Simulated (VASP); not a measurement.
# SiC (Moissanite 3C): GW quasiparticle gap

Wanted: how far GW moves the Kohn-Sham levels of SiC (Moissanite 3C). The cell is of the zinc-blende type, one of the forms listed for this formula. The start is a cell from a database of measured crystal structures.

Method: LDA; plane waves and PAW (Si_GW, C_GW), in the first sound run; inputs show where later runs differ, in VASP 6.6.1.

**What experiment says.**

For SiC, cubic 3C zincblende (literature value), “Insight into the structural, elastic and electronic properties of a new orthorhombic 6O-SiC polytype” (2020, pmc:7200658) quotes earlier work: band gap (indirect gap) 2.4 eV [literature value; measurement temperature and method not stated].

### Step 1. The structure

It takes space group F-43m (No. 216, cubic). The conventional cell has a = 4.358 Å, b = 4.358 Å, c = 4.358 Å, α = 90.00°, β = 90.00°, γ = 90.00°. Nearest to Si lie 4 C at 1.89 Å. Nearest to C lie 4 Si at 1.89 Å. Farther neighbours are not listed.

Structure file:

```cif
data_structure
_symmetry_space_group_name_H-M 'P 1'
_symmetry_Int_Tables_number 1
_cell_length_a 3.0816
_cell_length_b 3.0816
_cell_length_c 3.0816
_cell_angle_alpha 60.000
_cell_angle_beta 60.000
_cell_angle_gamma 60.000
_cell_volume 20.69
loop_
_atom_site_label
_atom_site_type_symbol
_atom_site_fract_x
_atom_site_fract_y
_atom_site_fract_z
_atom_site_occupancy
Si1 Si 0.00000 0.00000 0.00000 1
C2 C 0.75000 0.75000 0.75000 1
```

### Step 2. Ground state

The orbitals come from a self-consistent LDA run with a tight EDIFF and a narrow smearing. KPOINTS_OPT adds the bands along a path, which shows whether the mesh holds the band edges.

Contents of INCAR:

```
SYSTEM = SiC
PREC = Accurate
ENCUT = 440
EDIFF = 1E-08
NELM = 100
ISMEAR = 0
SIGMA = 0.01
LREAL = .FALSE.
ALGO = Normal
GGA = CA
NBANDS = 10
LORBIT = 11
LWAVE = .TRUE.
LCHARG = .FALSE.
KPAR = 4
```

Contents of POSCAR:

```
SiC
1.0
    0.0000000000      2.1790000000      2.1790000000
    2.1790000000      0.0000000000      2.1790000000
    2.1790000000      2.1790000000      0.0000000000
Si C
1 1
Direct
    0.0000000000      0.0000000000      0.0000000000
    0.7500000000      0.7500000000      0.7500000000
```

Contents of KPOINTS:

```
Automatic mesh
0
Gamma
6 6 6
0 0 0
```

Contents of KPOINTS_OPT:

```
Line mode
12
Line-mode
Reciprocal
  0.00000000   0.00000000   0.00000000 GAMMA
  0.50000000   0.00000000   0.50000000 X

  0.50000000   0.00000000   0.50000000 X
  0.50000000   0.25000000   0.75000000 W

  0.50000000   0.25000000   0.75000000 W
  0.37500000   0.37500000   0.75000000 K

  0.37500000   0.37500000   0.75000000 K
  0.00000000   0.00000000   0.00000000 GAMMA

  0.00000000   0.00000000   0.00000000 GAMMA
  0.50000000   0.50000000   0.50000000 L

  0.50000000   0.50000000   0.50000000 L
  0.62500000   0.25000000   0.62500000 U

  0.62500000   0.25000000   0.62500000 U
  0.50000000   0.25000000   0.75000000 W

  0.50000000   0.25000000   0.75000000 W
  0.50000000   0.50000000   0.50000000 L

  0.50000000   0.50000000   0.50000000 L
  0.37500000   0.37500000   0.75000000 K

  0.62500000   0.25000000   0.62500000 U
  0.50000000   0.00000000   0.50000000 X
```

Potentials, in the order of the species: Si_GW and C_GW (LDA family, release 64).

Run with:

```console
$ mpirun -np 4 vasp_std
```

The log of the run:

```text
[banner, memory and clock lines left out]
running    4 mpi-ranks, on    1 nodes
 distrk:  each k-point on    1 cores,    4 groups
 distr:  one band on    1 cores,    1 groups

 POSCAR found type information on POSCAR SiC
 POSCAR found :  2 types and       2 ions
 LDA part: xc-table for (Slater(with rela. corr.)+CA(PZ))
 , standard interpolation
 POSCAR, INCAR and KPOINTS ok, starting setup
 FFT: planning ... GRIDC
 FFT: planning ... GRID_SOFT
 FFT: planning ... GRID
 WAVECAR not read
 entering main loop
       N       E                     dE             d eps       ncg     rms          rms(c)
DAV:   1     0.335420378220E+01    0.33542E+01   -0.44162E+03   346   0.747E+02
DAV:   2    -0.181231530993E+02   -0.21477E+02   -0.20537E+02   468   0.133E+02
DAV:   3    -0.186885061385E+02   -0.56535E+00   -0.56364E+00   420   0.179E+01
DAV:   4    -0.186946272141E+02   -0.61211E-02   -0.61189E-02   442   0.223E+00
DAV:   5    -0.186947212483E+02   -0.94034E-04   -0.94016E-04   408   0.262E-01    0.718E+00
DAV:   6    -0.167322839789E+02    0.19624E+01   -0.75855E+00   440   0.169E+01    0.209E+00
DAV:   7    -0.166507139292E+02    0.81570E-01   -0.29153E-01   418   0.342E+00    0.113E+00
DAV:   8    -0.166276263906E+02    0.23088E-01   -0.32692E-02   454   0.156E+00    0.958E-02
DAV:   9    -0.166274278029E+02    0.19859E-03   -0.14634E-03   422   0.269E-01    0.409E-02
DAV:  10    -0.166274343465E+02   -0.65436E-05   -0.13376E-04   464   0.783E-02    0.822E-03
DAV:  11    -0.166274336888E+02    0.65770E-06   -0.55178E-06   436   0.187E-02    0.188E-03
DAV:  12    -0.166274336056E+02    0.83283E-07   -0.46777E-07   424   0.443E-03    0.269E-04
DAV:  13    -0.166274336123E+02   -0.67687E-08   -0.57154E-09   258   0.951E-04
   1 F= -.16627434E+02 E0= -.16627434E+02  d E =-.240812E-66
 Start KPOINTS_OPT (optional k-point list driver)
k-point batch [1-16\120]
       N       E                     dE             ncg
DAV:   1     0.647738090093E+03   -0.27494E+04      350
DAV:   2     0.310960573596E+03   -0.33678E+03      526
DAV:   3     0.305374554056E+03   -0.55860E+01      414
DAV:   4     0.305273444948E+03   -0.10111E+00      446
DAV:   5     0.305269953275E+03   -0.34917E-02      420
DAV:   6     0.305269898762E+03   -0.54513E-04      496
DAV:   7     0.305269896943E+03   -0.18186E-05      412
DAV:   8     0.305269896930E+03   -0.13485E-07      448
DAV:   9     0.305269896930E+03    0.37784E-09      302
[...]
k-point batch [113-120\120]
       N       E                     dE             ncg
DAV:   1     0.299471625516E+04   -0.24720E+04      214
DAV:   2     0.288828056632E+04   -0.10644E+03      222
DAV:   3     0.288646770585E+04   -0.18129E+01      232
DAV:   4     0.288645304968E+04   -0.14656E-01      224
DAV:   5     0.288645287508E+04   -0.17460E-03      236
DAV:   6     0.288645287124E+04   -0.38346E-05      252
DAV:   7     0.288645287124E+04   -0.86175E-08      212
 writing wavefunctions
```

The job ended after 2.4 s (4 MPI ranks of Intel Xeon 6975P-C (Granite Rapids), shared host; peak memory 0.46 GiB; 7.3 s of CPU time).

The logs omit lines about the potential files and the build; timing stands in the text.

From OUTCAR (step 2):

```text
ion  position               nearest neighbor table
   1  0.000  0.000  0.000-   2 1.89   2 1.89   2 1.89   2 1.89
   2  0.750  0.750  0.750-   1 1.89   1 1.89   1 1.89   1 1.89

  LATTYP: Found a face centered cubic cell.
 ALAT       =     4.3580000000

 Subroutine GETGRP returns: Found 24 space group operations
 (whereof 24 operations were pure point group operations)

The static configuration has the point symmetry T_d .

 Found     16 irreducible k-points:

   k-points           NKPTS =     16   k-points in BZ     NKDIM =     16   number of bands    NBANDS=     10

   dimension x,y,z NGX =    24 NGY =   24 NGZ =   24
   dimension x,y,z NGXF=    48 NGYF=   48 NGZF=   48

   ENCUT  =  440.0 eV  32.34 Ry    5.69 a.u.   5.27  5.27  5.27*2*pi/ulx,y,z

   NELECT =       8.0000    total number of electrons

 k-points in reciprocal lattice and weights: Automatic mesh
   0.00000000  0.00000000  0.00000000       0.005
   0.16666667  0.00000000  0.00000000       0.037
   0.33333333  0.00000000  0.00000000       0.037
   0.50000000  0.00000000  0.00000000       0.019
   0.16666667  0.16666667  0.00000000       0.028
   0.33333333  0.16666667  0.00000000       0.111
   0.50000000  0.16666667  0.00000000       0.111
  -0.33333333  0.16666667  0.00000000       0.111
  -0.16666667  0.16666667  0.00000000       0.056
[...]
-0.33333333  0.33333333  0.16666667       0.111
  -0.33333333  0.50000000  0.16666667       0.056

 average (electrostatic) potential at core
       1 -65.7571       2 -49.3655

 E-fermi :   7.8697

 k-point     1 :       0.0000    0.0000    0.0000
  band No.  band energies     occupation
      1      -7.5790      2.00000
      2       7.7497      2.00000
      3       7.7497      2.00000
      4       7.7497      2.00000
      5      14.0319      0.00000
      6      14.9301      0.00000
      7      14.9301      0.00000
      8      14.9301      0.00000
      9      22.1926      0.00000
    ...

 k-point     2 :       0.1667    0.0000    0.0000
  band No.  band energies     occupation
      1      -7.0379      2.00000
      2       5.3893      2.00000
      3       7.4154      2.00000
      4       7.4154      2.00000
      5      14.0449      0.00000
      6      15.4474      0.00000
      7      15.4474      0.00000
      8      16.0187      0.00000
      9      20.6436      0.00000
    ...

 k-point     3 :       0.3333    0.0000    0.0000
  band No.  band energies     occupation
      1      -5.4997      2.00000
      2       1.5817      2.00000
      3       6.8998      2.00000
      4       6.8998      2.00000
      5      13.3774      0.00000
      6      15.2795      0.00000
      7      15.2795      0.00000
      8      17.5384      0.00000
      9      21.9127      0.00000
    ...

  Total       -0.6795723     -0.6795723     -0.6795723     -0.0000000      0.0000000     -0.0000000
  in kB      -52.6192430    -52.6192430    -52.6192430     -0.0000000      0.0000000     -0.0000000
  external PRESSURE =     -52.6192430 kB  Pullay stress =       0.0000000 kB

  energy-cutoff  :      440.00
  volume of cell :       20.69
      direct lattice vectors                 reciprocal lattice vectors
     0.000000000  2.179000000  2.179000000    -0.229463056  0.229463056  0.229463056
     2.179000000  0.000000000  2.179000000     0.229463056 -0.229463056  0.229463056
     2.179000000  2.179000000  0.000000000     0.229463056  0.229463056 -0.229463056

 POSITION                                       TOTAL-FORCE (eV/Angst)
 -----------------------------------------------------------------------------------
      0.00000      0.00000      0.00000         0.000000     -0.000000     -0.000000
      3.26850      3.26850      3.26850        -0.000000      0.000000      0.000000
 -----------------------------------------------------------------------------------
    total drift:                                0.000000      0.000000     -0.000000

  FREE ENERGIE OF THE ION-ELECTRON SYSTEM (eV)
  ---------------------------------------------------
  free  energy   TOTEN  =       -16.6274336123 eV

  energy  without entropy=      -16.6274336123  energy(sigma->0) =      -16.62743361

 total charge
# of ion       s       p       d       tot
------------------------------------------
    1        0.692   0.958   0.208   1.858
    2        0.803   1.683   0.000   2.486
--------------------------------------------------
tot          1.495   2.641   0.208   4.344

[... 3 further parts left out ...]
```

This step gave:

```
free energy (TOTEN)               : -16.63 eV
Fermi energy                      : 7.870 eV
pressure                          : -5.262 GPa
least gap on mesh and path        : 1.296 eV
least direct gap on mesh and path : 4.499 eV
```

The highest empty bands on the path are converged less tightly, to about 0.1 eV. Electronic bands along the path, in eV, zero at the valence-band top; v1 is the highest filled band, c1 the lowest empty one:

```csv
point,v3,v2,v1,c1,c2,c3,c4
Γ,0.00,0.00,0.00,6.28,7.18,7.18,7.18
0.55 of the way,-3.76,-2.15,-2.15,3.55,5.88,10.86,10.86
X,-7.82,-3.20,-3.20,1.30,4.18,13.81,13.81
0.45 of the way,-7.56,-3.97,-3.97,2.75,5.61,12.10,13.37
W,-7.04,-5.03,-4.72,5.13,9.33,9.35,9.60
0.45 of the way,-7.16,-5.38,-3.73,4.29,8.01,10.21,11.31
K,-7.29,-5.58,-2.61,3.02,7.64,11.69,12.29
0.45 of the way,-4.89,-3.35,-0.70,6.37,8.00,8.30,9.08
Γ,0.00,0.00,0.00,6.28,7.18,7.18,7.18
0.45 of the way,-3.75,-0.54,-0.54,6.03,7.80,7.80,9.01
L,-8.57,-1.06,-1.06,5.38,7.12,7.12,9.91
0.55 of the way,-7.93,-3.70,-1.83,4.48,8.23,9.12,10.93
U,-7.29,-5.58,-2.61,3.02,7.64,11.69,12.29
0.55 of the way,-7.16,-5.38,-3.73,4.29,8.01,10.21,11.31
W,-7.04,-5.03,-4.72,5.13,9.33,9.35,9.60
0.55 of the way,-7.97,-3.40,-2.07,5.23,7.04,9.61,10.92
L,-8.57,-1.06,-1.06,5.38,7.12,7.12,9.91
0.55 of the way,-7.93,-3.70,-1.83,4.48,8.23,9.12,10.93
K,-7.29,-5.58,-2.61,3.02,7.64,11.69,12.29
jump to U,-7.29,-5.58,-2.61,3.02,7.64,11.69,12.29
0.55 of the way,-7.69,-4.11,-3.08,1.94,5.00,13.26,13.45
X,-7.82,-3.20,-3.20,1.30,4.18,13.81,13.81
```

Of the projections kept (Si, C), the largest for each band there; the rest of the weight can lie on other orbitals:

```csv
point,v3,v2,v1,c1,c2,c3,c4
Γ,C 0.75,C 0.75,C 0.75,C 0.79,Si 0.98,Si 0.98,Si 0.98
X,Si 0.66,C 0.57,C 0.57,Si 0.69,Si 0.92,Si 0.54,Si 0.54
W,Si 0.70,C 0.57,Si 0.54,C 0.63,Si 0.52,Si 0.75,Si 0.82
K,Si 0.67,C 0.51,C 0.59,Si 0.69,Si 0.59,Si 0.61,C 0.51
Γ,C 0.75,C 0.75,C 0.75,C 0.79,Si 0.98,Si 0.98,Si 0.98
L,Si 0.61,C 0.67,C 0.67,Si 0.64,Si 0.93,Si 0.93,C 0.81
```

The electronic bands as a text plot (rows in eV, shown from -8.0 to 7.2 only):

```
    6.9 |++         +         +++++      +++         +++++    +
    6.2 |++                  +   +++++
    5.6 |  + +              +         ++++++          ++++
    5.0 |   + ++   + ++    +                +    +++++    +    +
    4.3 |       +++    +  +                  +             +    +
    3.7 |    +      +                         + +           +
    3.1 |     +         ++                     +             +
    2.4 |      +   +                                          +
    1.8 |       + +                                            +
    1.2 |        +                                              +
    0.5 |
   -0.1 |**                   ********
   -0.7 | **                 *  *  *  ***
   -1.4 |  **              **  **        ****          ****
   -2.0 |   **            *    *    *      * *       **    **
   -2.6 |     **        **    *      *        **      *   *  **
   -3.3 |       ***          *              *   *   **         **
   -3.9 |    *     *   *    * *                    *       *   *
   -4.5 |     *     ***    *          *      *   ** *
   -5.2 |            ***  *  *                *  ***        * *
   -5.8 |      *        **  *          *       **            *
   -6.4 |       *          *
   -7.1 |           *******                   ******         *
   -7.7 |        ***                    *    *      **     ** ***
         Γ       X    W  K        Γ      L     U  W     L   K|U X
```

The cell has a gap of 1.30 eV on mesh and path and a pressure of -5.3 GPa, which holds the misfit of the given cell and coordinates with this functional, and any error of cutoff, mesh and data sets.

### Step 3. Empty bands

The next step needs empty bands that the ground-state run didn't converge, so the Hamiltonian is diagonalised exactly for NBANDS bands, in a single step. LOPTICS writes the k-derivatives of the orbitals (WAVEDER), which give the long-wavelength limit of the screening.

Contents of INCAR:

```
SYSTEM = SiC
PREC = Accurate
ENCUT = 440
ISMEAR = 0
SIGMA = 0.01
LREAL = .FALSE.
GGA = CA
NBANDS = 36
ALGO = Exact
NELM = 1
LWAVE = .TRUE.
LCHARG = .FALSE.
LOPTICS = .TRUE.
NEDOS = 1000
CSHIFT = 0.1
```

POSCAR is that of step 2.

KPOINTS is that of step 2.

Run with:

```console
$ mpirun -np 4 vasp_std
```

The log of the run:

```text
[banner, memory and clock lines left out]
running    4 mpi-ranks, on    1 nodes
 distrk:  each k-point on    4 cores,    1 groups
 distr:  one band on    1 cores,    4 groups

 POSCAR found type information on POSCAR SiC
 POSCAR found :  2 types and       2 ions
 LDA part: xc-table for (Slater(with rela. corr.)+CA(PZ))
 , standard interpolation
 found WAVECAR, reading the header
  number of bands has changed, file:    10 present:    36
  trying to continue reading WAVECAR, but it might fail
 POSCAR, INCAR and KPOINTS ok, starting setup
 FFT: planning ... GRIDC
 FFT: planning ... GRID_SOFT
 FFT: planning ... GRID
 reading WAVECAR
 random initialization beyond band           10
 the WAVECAR file was read successfully
 initial charge from wavefunction
 entering main loop
       N       E                     dE             d eps       ncg     rms          rms(c)
DIA:   1    -0.166274336144E+02   -0.16627E+02    0.00000E+00     0   0.000E+00
   1 F= -.16627434E+02 E0= -.16627434E+02  d E =-.801492E-32
 writing wavefunctions
 optical routines
 imaginary and real dielectric function
 recalculating local potential from charge density
 direction            1
 direction            2
 direction            3
```

Wall time 1.8 s (4 MPI ranks); peak memory 0.48 GiB.

OUTCAR, selected parts (step 3):

```text
The static configuration has the point symmetry T_d .

 Found     16 irreducible k-points:

   k-points           NKPTS =     16   k-points in BZ     NKDIM =     16   number of bands    NBANDS=     36

   NELECT =       8.0000    total number of electrons

 E-fermi :   7.8300

 k-point     4 :       0.5000    0.0000    0.0000
  band No.  band energies     occupation
      1      -3.9590      2.00000
      2      -0.8191      2.00000
      3       6.6904      2.00000
      4       6.6904      2.00000
      5      13.1281      0.00000
      6      14.8692      0.00000
      7      14.8692      0.00000
      8      17.6608      0.00000
      9      23.6688      0.00000
    ...

  Total       -0.6795379     -0.6795379     -0.6795379      0.0000000      0.0000000     -0.0000000
  in kB      -52.6165733    -52.6165733    -52.6165733      0.0000000      0.0000000     -0.0000000
  external PRESSURE =     -52.6165733 kB  Pullay stress =       0.0000000 kB

 POSITION                                       TOTAL-FORCE (eV/Angst)
 -----------------------------------------------------------------------------------
      0.00000      0.00000      0.00000        -0.000000     -0.000000     -0.000000
      3.26850      3.26850      3.26850         0.000000      0.000000      0.000000
 -----------------------------------------------------------------------------------
    total drift:                                0.000000      0.000000     -0.000000

  FREE ENERGIE OF THE ION-ELECTRON SYSTEM (eV)
  ---------------------------------------------------
  free  energy   TOTEN  =       -16.6274336144 eV

  energy  without entropy=      -16.6274336144  energy(sigma->0) =      -16.62743361

 plasma frequency squared (from intraband transitions) (eV^2)
  --------------------------------------------------------------------------------------
       0.000      -0.000      -0.000
      -0.000       0.000      -0.000
      -0.000      -0.000       0.000

[... 12 parts as in an earlier step ...]

[... 1 further part left out ...]
```

The gap is read on the k-mesh alone, so it is an upper bound where the band edges lie off the mesh.

A gap read on the k-mesh alone can miss the band edges.

Numbers from this step:

```
gap on the k-mesh              : 1.296 eV
least direct gap on the k-mesh : 4.499 eV
```

WAVECAR now holds 36 bands for 8 electrons. Its independent-particle dielectric tensor has xx, yy, zz = 7.9, 7.9, 7.9 on this mesh, which isn't tested for convergence in mesh or bands and lacks local fields.

[end of part 1 of 3]

[Lines on the potential files, build, host, timing and source positions are cut from VASP's logs without a mark.]

[Logs are printed without paths, hosts, clocks, repeated set-up lines and the standing remarks that a program may print on its own settings, such as how far it seeks lower states.]

[Hosts, paths, dates, database ids (printed as entryN), source tags and the programs' standing remarks are cut or masked in the printed files.]

[Pressures printed for these runs are not shown converged in the cutoff: they can be off by several GPa and have the wrong sign.]
